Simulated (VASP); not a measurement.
Consider the following.

```xyz
7
Lattice="4.0467 0.0000 0.0000 0.0000 4.0467 0.0000 0.0000 0.0000 7.1558" Properties=species:S:1:pos:R:3 pbc="T T T"
Si     0.0000     0.0000     3.5779
Sn     2.0234     2.0234     0.0000
Pt     0.0000     2.0234     2.1149
Pt     0.0000     2.0234     5.0409
Pt     2.0234     0.0000     2.1149
Pt     2.0234     0.0000     5.0409
Pt     0.0000     0.0000     0.0000
```

These are LDA (Ceperley-Alder, Perdew-Zunger), VASP's LDA PAW potentials (set 64) (plane waves; VASP 6.6.1) values and carry that method's errors. Numerical set-up: 300 eV cut-off, 5×5×3 Γ-centred mesh, Fermi-Dirac smearing of 0.050 eV, potentials Si Sn_d Pt.

At this cut-off the stress carries a Pulay error, which pulls relaxed volumes low. Energy and stress use the plane-wave basis of the starting cell.

### Question
The ions, cell shape and volume are relaxed. Which structure does the run end with?

### Answer

```xyz
7
Lattice="3.9344 0.0000 0.0000 0.0000 3.9344 0.0000 0.0000 0.0000 6.9767" Properties=species:S:1:pos:R:3 pbc="T T T"
Si     0.0000     3.9344     3.4884
Sn     1.9672     1.9672     0.0000
Pt     0.0000     1.9672     2.0572
Pt     0.0000     1.9672     4.9195
Pt     1.9672     0.0000     2.0572
Pt     1.9672     0.0000     4.9195
Pt     0.0000     3.9344     0.0000
```
Space group P4/mmm (123), at a tolerance of 0.03 Å.

### Question
How do energy and volume change from the first to the last step?

### Answer
The energy (σ→0) changes by -72.6 meV/atom and the volume by -7.8 %, in 10 ionic steps.

The structure comes from a computed database's SiSnPt5 entry (P4/mmm); how it stands against other phases isn't given here. This run relaxes it. Symmetry was kept, so distortions that lower it aren't found. The k-mesh is coarse (spacing up to 0.32 per Å, 2π included), so the numbers may not be converged in it. The run is one of a series of settings (EDIFFG = -0.01, IBRION = 2, ISIF = 3, NSW = 50 against the base run), some of them coarse on purpose.
